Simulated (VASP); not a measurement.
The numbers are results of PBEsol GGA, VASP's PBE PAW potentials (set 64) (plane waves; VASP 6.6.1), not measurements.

VASP ran on this input.

**POSCAR**
```
PbO2
1
    4.9167670894    -0.0000000000     0.0000000000
    0.0000000000     4.9167670894     0.0000000000
    0.0000000000     0.0000000000     3.4054981419
Pb O
2 4
Direct
  0.0000000000   0.0000000000   0.0000000000
  0.5000000000   0.5000000000   0.5000000000
  0.3070328032   0.3070328032   0.0000000000
  0.8070328032   0.1929671968   0.5000000000
  0.1929671968   0.8070328032   0.5000000000
  0.6929671968   0.6929671968   0.0000000000
```

### KPOINTS
```
Automatic
0
Gamma
  5 5 7
0 0 0
```

INCAR:
```
SYSTEM = PbO2
PREC = Accurate
ENCUT = 620
EDIFF = 1E-6
NELM = 100
ALGO = Normal
LREAL = .FALSE.
LASPH = .TRUE.
ISMEAR = 0
SIGMA = 0.05
GGA = PS
LMAXMIX = 4
LWAVE = .FALSE.
LCHARG = .FALSE.
IBRION = 2
ISIF = 3
NSW = 40
EDIFFG = -0.02
PSTRESS = 50
```

POTCAR, in this order: Pb_d O (PBE.64 set). Program: vasp_std.

Output

**OUTCAR**
```
 ion  position               nearest neighbor table
   1  0.000  0.000  0.000-   3 2.13   6 2.13   5 2.17   4 2.17   4 2.17   5 2.17   2 3.87   2 3.87
                             2 3.87   2 3.87   2 3.87   2 3.87   2 3.87   2 3.87
   2  0.500  0.500  0.500-   4 2.13   5 2.13   3 2.17   6 2.17   3 2.17   6 2.17   1 3.87   1 3.87
                             1 3.87   1 3.87   1 3.87   1 3.87   1 3.87   1 3.87
   3  0.307  0.307  0.000-   1 2.13   2 2.17   2 2.17
   4  0.807  0.193  0.500-   2 2.13   1 2.17   1 2.17
   5  0.193  0.807  0.500-   2 2.13   1 2.17   1 2.17
   6  0.693  0.693  0.000-   1 2.13   2 2.17   2 2.17
  LATTYP: Found a simple tetragonal cell.
 ALAT       =     4.9167670894
 C/A-ratio  =     0.6926295429
 Subroutine PRICEL returns:
 Original cell was already a primitive cell.
 Subroutine GETGRP returns: Found 16 space group operations
The static configuration has the point symmetry D_2h.
 The point group associated with its full space group is D_4h.
The dynamic configuration has the point symmetry D_2h.
 Subroutine INISYM returns: Found 16 space group operations
 Subroutine IBZKPT returns following result:
 Found     24 irreducible k-points:

 Following reciprocal coordinates:
            Coordinates               Weight
  0.000000  0.000000  0.000000      1.000000
  0.200000  0.000000  0.000000      4.000000
  0.400000  0.000000  0.000000      4.000000
  0.200000  0.200000  0.000000      4.000000
  0.400000  0.200000  0.000000      8.000000
  0.400000  0.400000  0.000000      4.000000
  0.000000  0.000000  0.142857      2.000000
  0.200000  0.000000  0.142857      8.000000
  0.400000  0.000000  0.142857      8.000000
  0.200000  0.200000  0.142857      8.000000
  0.400000  0.200000  0.142857     16.000000
  0.400000  0.400000  0.142857      8.000000
  0.000000  0.000000  0.285714      2.000000
  0.200000  0.000000  0.285714      8.000000
  0.400000  0.000000  0.285714      8.000000
  0.200000  0.200000  0.285714      8.000000
  0.400000  0.200000  0.285714     16.000000
  0.400000  0.400000  0.285714      8.000000
  0.000000  0.000000  0.428571      2.000000
  0.200000  0.000000  0.428571      8.000000
  0.400000  0.000000  0.428571      8.000000
  0.200000  0.200000  0.428571      8.000000
  0.400000  0.200000  0.428571     16.000000
  0.400000  0.400000  0.428571      8.000000
   k-points           NKPTS =     24   k-points in BZ     NKDIM =     24   number of bands    NBANDS=     31
   number of dos      NEDOS =    301   number of ions     NIONS =      6
   total plane-waves  NPLWV =  44800
   dimension x,y,z NGX =    40 NGY =   40 NGZ =   28
   dimension x,y,z NGXF=    80 NGYF=   80 NGZF=   56
   ions per type =               2   4
   PREC   = accura    normal or accurate (medium, high low for compatibility)
   ISTART =      0    job   : 0-new  1-cont  2-samecut
   ICHARG =      2    charge: 1-file 2-atom 10-const
   ISPIN  =      1    spin polarized calculation?
   LNONCOLLINEAR =      F non collinear calculations
   LSORBIT =      F    spin-orbit coupling
   INIWAV =      1    electr: 0-lowe 1-rand  2-diag
   ENCUT  =  620.0 eV  45.57 Ry    6.75 a.u.   9.98  9.98  6.91*2*pi/ulx,y,z
   NELM   =    100;   NELMIN=  2; NELMDL= -5     # of ELM steps
   EDIFF  = 0.1E-05   stopping-criterion for ELM
   LREAL  =      F    real-space projection
   NLSPLINE    = F    spline interpolate recip. space projectors
   LMAXMIX     =    4 max onsite mixed and CHGCAR
   VOSKOWN=      0    Vosko Wilk Nusair interpolation
   EDIFFG = -.2E-01   stopping-criterion for IOM
   NSW    =     40    number of steps for IOM
   NBLOCK =      1;   KBLOCK =     40    inner block; outer block
   IBRION =      2    ionic relax: 0-MD 1-quasi-New 2-CG
   NFREE  =      1    steps in history (QN), initial steepest desc. (CG)
   ISIF   =      3    stress and relaxation
   ISYM   =      2    0-nonsym 1-usesym 2-fastsym
...
```

File OSZICAR:
```
       N       E                     dE             d eps       ncg     rms          rms(c)
DAV:   1     0.732016389593E+03    0.73202E+03   -0.29199E+04  1488   0.233E+03
DAV:   2     0.675486652855E+02   -0.66447E+03   -0.64249E+03  1600   0.597E+02
DAV:   3    -0.344515512607E+02   -0.10200E+03   -0.99642E+02  1900   0.245E+02
DAV:   4    -0.389815992338E+02   -0.45300E+01   -0.45110E+01  1812   0.543E+01
DAV:   5    -0.391398864021E+02   -0.15829E+00   -0.15815E+00  2015   0.997E+00    0.130E+01
DAV:   6    -0.340785270216E+02    0.50614E+01   -0.21663E+01  2323   0.556E+01    0.432E+00
DAV:   7    -0.340842676285E+02   -0.57406E-02   -0.15802E+00  1628   0.948E+00    0.268E+00
DAV:   8    -0.340557703443E+02    0.28497E-01   -0.44877E-01  2321   0.682E+00    0.113E+00
DAV:   9    -0.340288092793E+02    0.26961E-01   -0.11077E-01  2390   0.434E+00    0.123E-01
DAV:  10    -0.340300151705E+02   -0.12059E-02   -0.94876E-03  1671   0.576E-01    0.942E-02
DAV:  11    -0.340299882939E+02    0.26877E-04   -0.28849E-04  2324   0.161E-01    0.384E-02
DAV:  12    -0.340299757163E+02    0.12578E-04   -0.30732E-05  2282   0.532E-02    0.178E-02
DAV:  13    -0.340299700331E+02    0.56832E-05   -0.26739E-05  2174   0.648E-02    0.389E-03
DAV:  14    -0.340299706552E+02   -0.62204E-06   -0.32033E-06  1499   0.184E-02
   1 F= -.31460762E+02 E0= -.31460726E+02  d E =-.314608E+02
```

**OUTCAR**
```
------------------------ aborting loop because EDIFF is reached ----------------------------------------
  FORCE on cell =-STRESS in cart. coord.  units (eV):
  Direction    XX          YY          ZZ          XY          YZ          ZX
  --------------------------------------------------------------------------------------
  Total        2.4656156      2.4656156      2.4805502      0.0000000      0.0000000      0.0000000
  in kB       47.9839540     47.9839540     48.2745997      0.0000000      0.0000000      0.0000000
  external PRESSURE =      -1.9191641 kB  Pullay stress =      50.0000000 kB
  volume of cell :       82.33
      direct lattice vectors                 reciprocal lattice vectors
     4.916767089  0.000000000  0.000000000     0.203385676  0.000000000  0.000000000
     0.000000000  4.916767089  0.000000000     0.000000000  0.203385676  0.000000000
     0.000000000  0.000000000  3.405498142     0.000000000  0.000000000  0.293642797
 POSITION                                       TOTAL-FORCE (eV/Angst)
 -----------------------------------------------------------------------------------
      0.00000      0.00000      0.00000         0.000000      0.000000      0.000000
      2.45838      2.45838      1.70275         0.000000      0.000000      0.000000
      1.50961      1.50961      0.00000         0.010403      0.010403      0.000000
      3.96799      0.94877      1.70275         0.010403     -0.010403      0.000000
      0.94877      3.96799      1.70275        -0.010403      0.010403      0.000000
      3.40716      3.40716      0.00000        -0.010403     -0.010403      0.000000
 -----------------------------------------------------------------------------------
    total drift:                                0.000000     -0.000000     -0.000000
  FREE ENERGIE OF THE ION-ELECTRON SYSTEM (eV)
  ---------------------------------------------------
  free  energy   TOTEN  =       -34.0299706552 eV

  energy  without entropy=      -34.0298974285  energy(sigma->0) =      -34.02993404
  enthalpy is  TOTEN    =       -31.4607622064 eV   P V=        2.5692084487

 reached required accuracy - stopping structural energy minimisation
```
(Selected blocks of OUTCAR.)

The compound is PbO2 in the rutile structure. It was relaxed first under an external pressure of 5 GPa.
